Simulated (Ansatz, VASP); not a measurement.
# Te: VASP beside Ansatz, part 2 of 2

Aim: how closely do two programs agree when they are given the same cell, functional and k mesh? Of the first pair: The structure shown is the start of the Ansatz relaxation below; VASP solves that cell, so the two are compared at the walk's first step.

VASP 6.6.1 and Ansatz 0.2.0.

So far: The structure; Ansatz: relaxation, HSE06.

## Step 3: VASP: single point, HSE06, start cell, pair 1

Level of this step: HSE06; plane waves and PAW (Te) (VASP).

The same cell, functional, mesh and smearing now go to VASP, with its own data sets.

Lines of VASP's logs that name or quote its potential files are left out, and so is its time.

The run reads the wave functions of an earlier VASP run, which isn't shown here.

File INCAR:

```
SYSTEM = Te
PREC = Accurate
ENCUT = 400
EDIFF = 1E-06
NELM = 100
ISMEAR = 0
SIGMA = 0.01
LREAL = .FALSE.
ALGO = Normal
LHFCALC = .TRUE.
AEXX = 0.25
GGA = PE
HFSCREEN = 0.208
LASPH = .TRUE.
NBANDS = 15
PRECFOCK = Fast
LORBIT = 11
LWAVE = .FALSE.
LCHARG = .FALSE.
KPAR = 16
ISIF = 2
```

File POSCAR:

```
Te
1.0
    4.4572000000      0.0000000000      0.0000000000
   -2.2286000000      3.8600480000      0.0000000000
    0.0000000000      0.0000000000      5.9290000000
Te
3
Direct
    0.2633000538      0.0000000000      0.3333332771
    0.0000001321      0.2633000937      0.6666667229
    0.7367001679      0.7367001654      0.0000000000
```

File KPOINTS:

```
Automatic mesh
0
Gamma
6 6 4
0 0 0
```

Potentials, in the order of the species: Te (PBE family, release 64).

The run is started by

```sh
mpirun -np 16 vasp_std
```

Numbers of over 12 decimals in the logs are rounded to 6 here.

What it wrote:

```text
[banner, memory and clock lines left out]
running   16 mpi-ranks, on    1 nodes
 distrk:  each k-point on    1 cores,   16 groups
 distr:  one band on    1 cores,    1 groups

 POSCAR found type information on POSCAR Te
 POSCAR found :  1 types and       3 ions
|                                                                             |
|           W    W    AA    RRRRR   N    N  II  N    N   GGGG   !!!           |
|           W    W   A  A   R    R  NN   N  II  NN   N  G    G  !!!           |
|           W    W  A    A  R    R  N N  N  II  N N  N  G       !!!           |
|           W WW W  AAAAAA  RRRRR   N  N N  II  N  N N  G  GGG   !            |
|           WW  WW  A    A  R   R   N   NN  II  N   NN  G    G                |
|           W    W  A    A  R    R  N    N  II  N    N   GGGG   !!!           |
|                                                                             |
|     For optimal performance we recommend to set                             |
|       NCORE = 2 up to number-of-cores-per-socket                            |
|     NCORE specifies how many cores store one orbital (NPAR=cpu/NCORE).      |
|     This setting can greatly improve the performance of VASP for DFT.       |
|     The default, NCORE=1 might be grossly inefficient on modern             |
|     multi-core architectures or massively parallel machines. Do your        |
|     Unfortunately you need to use the default for GW and RPA                |
|     calculations (for HF NCORE is supported but not extensively tested      |
|     yet).                                                                   |
|                                                                             |

 LDA part: xc-table for (Slater+PW92), standard interpolation
 found WAVECAR, reading the header
 POSCAR, INCAR and KPOINTS ok, starting setup
 FFT: planning ... GRIDC
 FFT: planning ... GRID_SOFT
 FFT: planning ... GRID
 reading WAVECAR
 the WAVECAR file was read successfully
 initial charge from wavefunction
 entering main loop
       N       E                     dE             d eps       ncg     rms          rms(c)
DAV:   1    -0.118567191141E+02   -0.11857E+02   -0.26155E+00   720   0.106E+01    0.208E+01
DAV:   2    -0.118730637814E+02   -0.16345E-01   -0.52285E-02   921   0.169E+00    0.140E+01
DAV:   3    -0.118718586324E+02    0.12051E-02   -0.24479E-03  1037   0.284E-01    0.895E+00
DAV:   4    -0.118713332842E+02    0.52535E-03   -0.47011E-04   895   0.120E-01    0.542E+00
DAV:   5    -0.118711907178E+02    0.14257E-03   -0.13436E-04   895   0.647E-02    0.327E+00
DAV:   6    -0.118711551657E+02    0.35552E-04   -0.33832E-05   874   0.335E-02    0.196E+00
DAV:   7    -0.118711487696E+02    0.63962E-05   -0.94279E-06   867   0.182E-02    0.117E+00
DAV:   8    -0.118711490040E+02   -0.23444E-06   -0.25057E-06   694   0.101E-02
   1 F= -.11871149E+02 E0= -.11871149E+02  d E =-.153686E-58
```

OUTCAR, selected parts (step 3):

```text
ion  position               nearest neighbor table
   1  0.263  0.000  0.333-   3 2.84   2 2.84   3 3.49   2 3.49   3 3.49   2 3.49
   2  0.000  0.263  0.667-   3 2.84   1 2.84   1 3.49   3 3.49   3 3.49   1 3.49
   3  0.737  0.737  0.000-   2 2.84   1 2.84   1 3.49   2 3.49   2 3.49   1 3.49

  LATTYP: Found a hexagonal cell.
 ALAT       =     4.4572000000
 C/A-ratio  =     1.3302073050

 Subroutine GETGRP returns: Found  6 space group operations
 (whereof  2 operations were pure point group operations)

The static configuration has the point symmetry C_2 .
 The point group associated with its full space group is D_3 .

 Found     24 irreducible k-points:

   k-points           NKPTS =     24   k-points in BZ     NKDIM =    144   number of bands    NBANDS=     15

   dimension x,y,z NGX =    30 NGY =   30 NGZ =   40
   dimension x,y,z NGXF=    60 NGYF=   60 NGZF=   80

   ENCUT  =  400.0 eV  29.40 Ry    5.42 a.u.   7.27  7.27  9.67*2*pi/ulx,y,z

   NELECT =      18.0000    total number of electrons

 k-points in reciprocal lattice and weights: Automatic mesh
   0.00000000  0.00000000  0.00000000       0.007
   0.16666667  0.00000000  0.00000000       0.042
   0.33333333  0.00000000  0.00000000       0.042
   0.50000000  0.00000000  0.00000000       0.021
   0.16666667  0.16666667  0.00000000       0.042
   0.33333333  0.16666667  0.00000000       0.083
   0.33333333  0.33333333  0.00000000       0.014
   0.00000000  0.00000000  0.25000000       0.014
   0.16666667  0.00000000  0.25000000       0.042
[...]
0.33333333  0.16666667  0.50000000       0.083
   0.33333333  0.33333333  0.50000000       0.014

  exchange ACFDT corr.  =         0.00000000  see jH, gK, PRB 81, 115126

 average (electrostatic) potential at core
       1 -85.3220       2 -85.3220       3 -85.3220

 E-fermi :   5.6448

 k-point     1 :       0.0000    0.0000    0.0000
  band No.  band energies     occupation
    ...
      5       2.5554      2.00000
      6       2.5554      2.00000
      7       3.6795      2.00000
      8       3.6795      2.00000
      9       4.6604      2.00000
     10       7.0898      0.00000
     11       7.0898      0.00000
     12       7.8159      0.00000
     13      11.1337      0.00000
     14      11.1337      0.00000
    ...

 k-point     2 :       0.1667    0.0000    0.0000
  band No.  band energies     occupation
    ...
      5       1.7678      2.00000
      6       2.1392      2.00000
      7       4.1264      2.00000
      8       4.5028      2.00000
      9       4.6714      2.00000
     10       6.8896      0.00000
     11       7.0087      0.00000
     12       7.6901      0.00000
     13      10.5966      0.00000
     14      11.1744      0.00000
    ...

 k-point     3 :       0.3333    0.0000    0.0000
  band No.  band energies     occupation
    ...
      5       0.9534      2.00000
      6       1.5982      2.00000
      7       2.9811      2.00000
      8       4.4058      2.00000
      9       4.6016      2.00000
     10       6.9527      0.00000
     11       7.1625      0.00000
     12       8.9931      0.00000
     13       9.5368      0.00000
     14      12.2010      0.00000
    ...

  Total        0.1004803      0.1004803     -0.5018797     -0.0000000      0.0000000      0.0000000
  in kB        1.5781758      1.5781754     -7.8826813     -0.0000000      0.0000000      0.0000000
  external PRESSURE =      -1.5754434 kB  Pullay stress =       0.0000000 kB

  energy-cutoff  :      400.00
  volume of cell :      102.01
      direct lattice vectors                 reciprocal lattice vectors
     4.457200000  0.000000000  0.000000000     0.224356098  0.129532068  0.000000000
    -2.228600000  3.860048000  0.000000000     0.000000000  0.259064136  0.000000000
     0.000000000  0.000000000  5.929000000     0.000000000  0.000000000  0.168662506

 POSITION                                       TOTAL-FORCE (eV/Angst)
 -----------------------------------------------------------------------------------
      1.17358      0.00000      1.97633        -0.154334     -0.000000     -0.000000
     -0.58679      1.01635      3.95267         0.077167     -0.133657      0.000000
      1.64181      2.84370      0.00000         0.077167      0.133657     -0.000000
 -----------------------------------------------------------------------------------
    total drift:                               -0.000009      0.000003     -0.000006

  FREE ENERGIE OF THE ION-ELECTRON SYSTEM (eV)
  ---------------------------------------------------
  free  energy   TOTEN  =       -11.8711490040 eV

  energy  without entropy=      -11.8711490040  energy(sigma->0) =      -11.87114900

 total charge
# of ion       s       p       d       tot
------------------------------------------
    1        1.392   1.933   0.045   3.370
    2        1.392   1.933   0.045   3.370
    3        1.392   1.933   0.045   3.370
--------------------------------------------------
tot          4.176   5.800   0.134  10.110

[... 3 further parts left out ...]
```

The run ends at a pressure of -0.16 GPa, with forces up to 0.15 eV/Å.

## Step 4: Side by side

Known differences besides the potentials themselves: exact exchange at q = 0 is treated differently, which shows on coarse meshes; VASP keeps PBE cores, Ansatz makes them for the functional; the data sets hold 48 valence electrons in Ansatz (on its default PAW (the set named soft_2) files) and 18 in VASP; the cutoff is 420 eV in Ansatz and 400 eV in VASP; VASP takes a coarser grid for exact exchange (PRECFOCK = Fast). Total energies have different zeros and are not compared.

Forces (eV/Å; atoms numbered as in POSCAR):

| atom | Ansatz x, y, z | VASP x, y, z |
| --- | --- | --- |
| Te1 | -0.130, 0.000, 0.000 | -0.154, 0.000, 0.000 |
| Te2 | 0.065, -0.112, 0.000 | 0.077, -0.134, 0.000 |
| Te3 | 0.065, 0.112, 0.000 | 0.077, 0.134, 0.000 |

The forces differ by 14 meV/Å r.m.s., which is 16.1 % of the r.m.s. force of 0.089 eV/Å (both taken over all components).

## Step 5: Ansatz: relaxation, HSE06

This run makes the geometry at which the two programs are then compared. The cell compared in this pair holds 109.80 Å³, against 102.01 Å³ for the pair before.

The structure compared here is the end of the Ansatz relaxation.

File input.yaml:

```yaml
crystal:
  lattice:
    - [4.4572, 0.0, 0.0]
    - [-2.2286, 3.8600484297, 0.0]
    - [0.0, 0.0, 5.929]
  atoms:
    - { symbol: Te, position: [0.2633, 0.0, 0.3333333333] }
    - { symbol: Te, position: [0.0, 0.2633, 0.6666666667] }
    - { symbol: Te, position: [0.7367, 0.7367, 0.0] }
kpoints:
  mp_grid: { grid: [6, 6, 4] }
hamiltonian:
  xc: hse06
scf:
  occupations: { method: gaussian, width: 0.01 }
output:
  forces: true
  stress: true
  eigenvalues: true
  write_density: true
  write_potential: true
  elf: true
  volumetric_format: npy
relax:
  adjacent_minimum: "off"
  f_tol: 0.005
  max_steps: 15
  cell: { stress_tol: 0.03 }
```

The run is started by

```sh
ansatz run input.yaml --threads 4 --pin off --max-ram 8192MiB --backend cpu --events-out ev --progress --plain --runs-dir out
```

What it wrote:

```text
[...]
Crystal: 3 atoms, lattice volume = 102.008 Å³
Basis set: ecut = 420 eV, 2017 PW (Γ), exchange–correlation on 60×60×80 points (8 copies of the dense FFT grid, shifted against one another)
Bands: 29, of which v1, the nominal top of the filled ones, is band 24 counted from 1 (23 counted from 0)
Symmetry: 6 space group operations
[...]
k-points: 24 of 144 (time reversal used)
[...]
--- Relaxed structure (7 steps of the walk, 6 accepted, 1 SCFs on fresh bases) ---
[...]
cell:  # Å, volume = 109.8016 Å³
    - [4.674773, 0, 1.5625954769658556e-17]
    - [-2.337387, 4.048472, -7.812977384829285e-18]
    - [2.078575918286854e-17, 0, 5.801721]
  atoms:
    - { symbol: Te, position: [0.248883, 5.980357934910118e-19, 0.333333] }
    - { symbol: Te, position: [3.8669118546496646e-17, 0.248883, 0.666667] }
    - { symbol: Te, position: [0.751117, 0.751117, 6.947003180685938e-19] }
[key lines of the parts left out:]
Free energy (F): -20952.975576 eV
Fermi energy:    7.781616 eV
P = ⅓ Tr σ = -0.0115 GPa (-0.115 kbar)
```

## Step 6: VASP: single point, HSE06, relaxed cell, pair 2

The same cell, functional, mesh and smearing now go to VASP, with its own data sets.

The run reads the wave functions of an earlier VASP run, which isn't shown here.

INCAR is that of step 3.

File POSCAR:

```
Te
1.0
    4.6747732943      0.0000000000      0.0000000000
   -2.3373866472      4.0484724298      0.0000000000
    0.0000000000      0.0000000000      5.8017209676
Te
3
Direct
    0.2488832548      0.0000000000      0.3333333333
    0.0000000000      0.2488832548      0.6666666667
    0.7511167452      0.7511167452      0.0000000000
```

KPOINTS is that of step 3.

The run is started by

```sh
mpirun -np 16 vasp_std
```

What it wrote:

```text
[banner, memory and clock lines left out]
running   16 mpi-ranks, on    1 nodes
[...]
[... a notice as in an earlier step ...]

 LDA part: xc-table for (Slater+PW92), standard interpolation
 found WAVECAR, reading the header
 POSCAR, INCAR and KPOINTS ok, starting setup
[...]
reading WAVECAR
 the WAVECAR file was read successfully
 initial charge from wavefunction
 entering main loop
       N       E                     dE             d eps       ncg     rms          rms(c)
DAV:   1    -0.118747625296E+02   -0.11875E+02   -0.26236E+00   720   0.106E+01    0.204E+01
DAV:   2    -0.118914996923E+02   -0.16737E-01   -0.54573E-02   947   0.171E+00    0.138E+01
DAV:   3    -0.118903811930E+02    0.11185E-02   -0.21772E-03  1018   0.262E-01    0.873E+00
DAV:   4    -0.118899029930E+02    0.47820E-03   -0.44261E-04   916   0.116E-01    0.529E+00
DAV:   5    -0.118897730085E+02    0.12998E-03   -0.11951E-04   881   0.616E-02    0.318E+00
DAV:   6    -0.118897407214E+02    0.32287E-04   -0.30415E-05   881   0.322E-02    0.191E+00
DAV:   7    -0.118897346578E+02    0.60636E-05   -0.88979E-06   881   0.180E-02    0.114E+00
DAV:   8    -0.118897353906E+02   -0.73273E-06   -0.25006E-06   695   0.103E-02
   1 F= -.11889735E+02 E0= -.11889735E+02  d E =-.118430E-48
```

OUTCAR, selected parts (step 6):

```text
  Total       -0.2390925     -0.2390925     -0.3500754      0.0000000      0.0000000     -0.0000000
  in kB       -3.4887352     -3.4887352     -5.1081497      0.0000000      0.0000000     -0.0000000
  external PRESSURE =      -4.0285400 kB  Pullay stress =       0.0000000 kB

 POSITION                                       TOTAL-FORCE (eV/Angst)
 -----------------------------------------------------------------------------------
      1.16347      0.00000      1.93391        -0.036900      0.000000      0.000000
     -0.58174      1.00760      3.86781         0.018450     -0.031956     -0.000000
      1.75565      3.04088      0.00000         0.018450      0.031956      0.000000
 -----------------------------------------------------------------------------------
    total drift:                               -0.000000      0.000001      0.000001

  FREE ENERGIE OF THE ION-ELECTRON SYSTEM (eV)
  ---------------------------------------------------
  free  energy   TOTEN  =       -11.8897353906 eV

  energy  without entropy=      -11.8897353906  energy(sigma->0) =      -11.88973539

[... 1 part as in an earlier step ...]

[... 2 further parts left out ...]
[key lines of the parts left out:]
E-fermi :   4.6977
```

The run ends at a pressure of -0.40 GPa, with forces up to 0.037 eV/Å.

## Step 7: Differences

What differs besides the data sets and the points named for the pairs above, as far as they apply: the data sets hold 48 valence electrons in Ansatz (on its default PAW (the set named soft_2) files) and 18 in VASP; Ansatz's pressure holds a Pulay correction, VASP's none. Total energies have different zeros and are not compared.

Compared:

| quantity | Ansatz | VASP | difference |
| --- | --- | --- | --- |
| pressure (GPa) | -0.01 | -0.40 | +0.39 |
| gap on the k mesh (eV) | 1.070 | 1.019 | +0.052 |

Forces (eV/Å; atoms numbered as in POSCAR):

| atom | Ansatz x, y, z | VASP x, y, z |
| --- | --- | --- |
| Te1 | 0.000, 0.000, 0.000 | -0.037, 0.000, 0.000 |
| Te2 | 0.000, 0.000, 0.000 | 0.018, -0.032, 0.000 |
| Te3 | 0.000, 0.000, 0.000 | 0.018, 0.032, 0.000 |

The forces differ by 21 meV/Å r.m.s., where the r.m.s. force is 0.000 eV/Å in Ansatz and 0.021 eV/Å in VASP: the atoms lie near their places of rest in Ansatz, so a percentage would say little (all taken over all components). A gap on the mesh is an upper bound, since the band edges may lie between its points.

## Step 8: What came out

| Item | Value |
| --- | --- |
| r.m.s. force difference (single point, HSE06, start cell, pair 1) | 14 meV/Å |
| r.m.s. force difference (single point, HSE06, relaxed cell, pair 2) | 21 meV/Å |
| difference in gap on the k mesh (single point, HSE06, relaxed cell, pair 2) | 0.052 eV |

What this shows: The r.m.s. force difference is 21 meV/Å (single point, HSE06, relaxed cell, pair 2), beyond the 12 meV/Å picked in this series as the mark of a large difference. The data sets hold unlike numbers of valence electrons (48 in Ansatz and 18 in VASP), so part of the differences comes from the potentials. What causes the difference of the single point, HSE06, start cell, pair 1 pair stays open here. What causes the difference of the single point, HSE06, relaxed cell, pair 2 pair stays open here. Such differences can come from data sets, numerical settings and the points named under the comparisons, not from the functional's error against experiment.

[Lines on the potential files, build, host, timing and source positions are cut from VASP's logs without a mark.]

[Logs are printed without paths, hosts, clocks, repeated set-up lines and the standing remarks that a program may print on its own settings, such as how far it seeks lower states.]

[Hosts, paths, dates, database ids (printed as entryN), source tags and the programs' standing remarks are cut or masked in the printed files.]
